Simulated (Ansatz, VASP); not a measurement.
One calculation of YNbN2, two programs

```
CELL_PARAMETERS angstrom
3.20775 0.00000 0.00000
-1.60388 2.77799 0.00000
0.00000 0.00000 5.74316
ATOMIC_POSITIONS crystal
Y 0.00000 0.00000 0.50000
Nb 0.00000 0.00000 0.00000
N 0.33333 0.66667 0.77629
N 0.66667 0.33333 0.22371
```

Alike in both runs: functional PBE; k mesh 18 × 18 × 8; occupations gaussian, width 0.1 eV; no spin polarisation.

Ansatz relaxed the structure, and its values are those at the end. VASP's run is a single point on that final structure, the one shown.

```csv
,VASP,Ansatz
version,VASP 6.6.1,Ansatz 0.2.0
potentials or method,"VASP PAW PBE potentials, release 64 (Y_sv, Nb_sv, N)","scalar-relativistic, plane waves, PAW"
plane-wave cutoff (eV),520,420
valence electrons in the cell,34,34
```

|  | VASP | Ansatz | Ansatz less VASP |
| --- | --- | --- | --- |
| gap on the k mesh at the Fermi level (eV) | none | none | - |
| pressure (GPa) | -0.3 | 0.0 | +0.32 |
| rms of the force components (eV/Å) | 0.005 | 0.001 | -0.0036 |

A gap of «none» marks a metal or a gap that the smearing closes. With one functional, cell and mesh, what is left measures potentials, basis and numerics.
